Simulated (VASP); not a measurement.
Given:

```
CELL_PARAMETERS angstrom
      5.66000     0.00000     0.00000
      0.00000     5.66000     0.00000
      0.00000     0.00000     5.66000
ATOMIC_POSITIONS crystal
  La 0.00000 0.50000 0.50000
  La 0.50000 0.00000 0.50000
  La 0.50000 0.50000 0.00000
  Ga 0.00000 0.00000 0.00000
```

Method: PBEsol GGA, VASP's PBE PAW potentials (set 64) (plane waves; VASP 6.6.1). Settings: 300 eV cut-off, 4×4×4 Γ-centred mesh, Fermi-Dirac smearing of 0.10 eV, potentials La Ga_d.

At this cut-off the stress carries a Pulay error, which pulls relaxed volumes low.

Question: Predict the energy per atom (σ→0), pressure, band gap (on the k-mesh) with the smallest direct gap where there is one.

Answer: 
```json
{
 "band gap (on the k-mesh)": "none (metal, semimetal or under 0.01 eV)",
 "energy per atom (σ→0)": "-4.473 eV/atom",
 "pressure": "-8.32 GPa"
}
```

Total energies compare only between runs with the same potentials, cut-off and functional.

The structure comes from a measured La3Ga entry of the Crystallography Open Database, whose conditions weren't checked. The cell was not relaxed at this level.
